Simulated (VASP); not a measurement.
Level of theory: optB88-vdW, VASP's PBE PAW potentials (set 64) (plane waves; VASP 6.6.1).

VASP input:

**POSCAR**
```
MnS
6.2495660
  0.8174635610   0.4072795774   0.4072795774
  0.4072795774   0.8174635610   0.4072795774
  0.4072795774   0.4072795774   0.8174635610
Mn S
2 2
Cartesian
  0.0000000000   0.0000000000   0.0000000000
  0.8160113579   0.8160113579   0.8160113579
  0.4080056790   0.4080056790   0.4080056790
  1.2240170369   1.2240170369   1.2240170369
```

### KPOINTS
```
k-points along high-symmetry lines
12
Line-mode
Reciprocal
  0.000000   0.000000   0.000000 ! GAMMA
  0.500000   0.500000   0.500000 ! T

  0.500000   0.500000   0.500000 ! T
  0.812500   0.187500   0.500000 ! H_2

  0.500000  -0.187500   0.187500 ! H_0
  0.500000  -0.000000  -0.000000 ! L

  0.500000  -0.000000  -0.000000 ! L
  0.000000   0.000000   0.000000 ! GAMMA

  0.000000   0.000000   0.000000 ! GAMMA
  0.343750  -0.343750   0.000000 ! S_0

  0.656250  -0.000000   0.343750 ! S_2
  0.500000   0.000000   0.500000 ! F

  0.500000   0.000000   0.500000 ! F
  0.000000   0.000000   0.000000 ! GAMMA
```

INCAR:
```
ENCUT = 520   # plane-wave cut-off (eV)
SYSTEM = MnS
PARAM2 = 0.22
LWAVE = .False.
ISMEAR = 0   # Gaussian
AGGAC = 0.0
GGA = BO
ALGO = Normal
MAGMOM = 4.1 -4.1 2*0.0
EDIFF = 1E-7   # SCF stop (eV)
LREAL = .False.   # projection in real space or not
ICHARG = 11   # fixed density
LORBIT = 11   # lm-projected
LUSE_VDW = .True.
SIGMA = 0.05
LASPH = .True.   # aspherical one-centre terms
LMAXMIX = 4   # l cut-off of mixed one-centre charges
ISPIN = 2
LCHARG = .False.
NELM = 100   # most electronic steps
PARAM1 = 0.1833333333
PREC = Accurate
```

POTCAR, in this order: Mn_pv S (PBE.64 set). Program: vasp_std. Read from the step before: CHGCAR.

Output

File OUTCAR:
```
 ion  position               nearest neighbor table
   1  0.000  0.000  0.000-   4 2.56   3 2.56   4 2.56   4 2.56   3 2.56   3 2.56
   2  0.500  0.500  0.500-   3 2.56   4 2.56   3 2.56   3 2.56   4 2.56   4 2.56
   3  0.250  0.250  0.250-   1 2.56   2 2.56   1 2.56   1 2.56   2 2.56   2 2.56
   4  0.750  0.750  0.750-   2 2.56   1 2.56   2 2.56   2 2.56   1 2.56   1 2.56
  LATTYP: Found a trigonal (rhomboedric) cell.
 ALAT       =     6.2495659435
 COS(alpha) =     0.8317490965
 Subroutine PRICEL returns following result:
  LATTYP: Found a trigonal (rhomboedric) cell.
 ALAT       =     3.6124732048
 COS(alpha) =     0.4964439177
 Subroutine GETGRP returns: Found 12 space group operations
The static configuration has the point symmetry D_3d.
The dynamic configuration has the point symmetry D_3d.
The overall configuration has the point symmetry D_3d.
 Subroutine INISYM returns: Found 12 space group operations
   k-points           NKPTS =     84   k-points in BZ     NKDIM =     84   number of bands    NBANDS=     23
   number of dos      NEDOS =    301   number of ions     NIONS =      4
   total plane-waves  NPLWV = 110592
   dimension x,y,z NGX =    48 NGY =   48 NGZ =   48
   dimension x,y,z NGXF=    96 NGYF=   96 NGZF=   96
   ions per type =               2   2
   PREC   = accura    normal or accurate (medium, high low for compatibility)
   ISTART =      0    job   : 0-new  1-cont  2-samecut
...
```

**OSZICAR**
```
       N       E                     dE             d eps       ncg     rms          rms(c)
DAV:   1     0.372985178876E+03    0.37299E+03   -0.21852E+04  8296   0.179E+03
DAV:   2     0.118565560461E+02   -0.36113E+03   -0.35624E+03  7967   0.481E+02
DAV:   3    -0.160784363648E+02   -0.27935E+02   -0.27274E+02 10383   0.124E+02
DAV:   4    -0.170196045405E+02   -0.94117E+00   -0.87607E+00  8298   0.211E+01
DAV:   5    -0.170470144724E+02   -0.27410E-01   -0.27406E-01  9736   0.376E+00
DAV:   6    -0.170476379779E+02   -0.62351E-03   -0.62349E-03  8996   0.604E-01
DAV:   7    -0.170476631383E+02   -0.25160E-04   -0.25159E-04 10825   0.122E-01
DAV:   8    -0.170476638562E+02   -0.71781E-06   -0.71783E-06  9107   0.181E-02
DAV:   9    -0.170476638898E+02   -0.33658E-07   -0.33646E-07  8076   0.358E-03
   1 F= -.17047664E+02 E0= -.17047664E+02  d E =-.224758E-13  mag=     0.0000
```

### OUTCAR
```



 magnetization (x)

# of ion       s       p       d       tot
------------------------------------------
    1        0.019   0.009   4.024   4.052
    2       -0.019  -0.009  -4.024  -4.052
    3        0.000   0.000   0.000   0.000
    4        0.000   0.000   0.000   0.000
--------------------------------------------------
tot          0.000   0.000  -0.000  -0.000
```
(Selected blocks of OUTCAR.)

**OUTCAR**
```
 val. band max:        6.7698460158   @ k =   0.5000   0.5000   0.5000

 cond. band min:       7.3208296994   @ k =   0.5000   0.0000   0.0000



 spin component 1

 k-point     1 :       0.0000    0.0000    0.0000
  band No.  band energies     occupation
      1     -43.2935      1.00000
      2     -43.2935      1.00000
      3     -43.2919      1.00000
      4     -39.0912      1.00000
      5     -39.0912      1.00000
      6     -39.0681      1.00000
      7      -7.6339      1.00000
      8      -6.1819      1.00000
      9       0.1276      1.00000
     10       2.5699      1.00000
     11       2.5699      1.00000
     12       4.0900      1.00000
     13       4.0900      1.00000
     14       4.2873      1.00000
     15       5.2794      1.00000
     16       5.2794      1.00000
     17       5.3321      1.00000
     18       5.4189      1.00000
     19       5.4189      1.00000
     20       7.7649      0.00000
     21       7.7649      0.00000
     22       7.9074      0.00000
     23       9.4417      0.00000

 k-point     2 :       0.0455    0.0455    0.0455
  band No.  band energies     occupation
      1     -43.2935      1.00000
      2     -43.2935      1.00000
      3     -43.2919      1.00000
      4     -39.0912      1.00000
      5     -39.0912      1.00000
      6     -39.0681      1.00000
      7      -7.6283      1.00000
      8      -6.1922      1.00000
      9       0.1482      1.00000
     10       2.5737      1.00000
     11       2.5737      1.00000
     12       4.0904      1.00000
     13       4.0904      1.00000
     14       4.2770      1.00000
     15       5.1645      1.00000
     16       5.1645      1.00000
     17       5.2993      1.00000
     18       5.5362      1.00000
     19       5.5362      1.00000
     20       7.7634      0.00000
     21       7.7634      0.00000
     22       7.9067      0.00000
     23       9.4303      0.00000

...
```

The density is held fixed in this step, so its total energy and stress have no physical meaning.

The compound is MnS in the rock salt, AFM-II order structure. It was relaxed first, which changed the volume by -6 %.
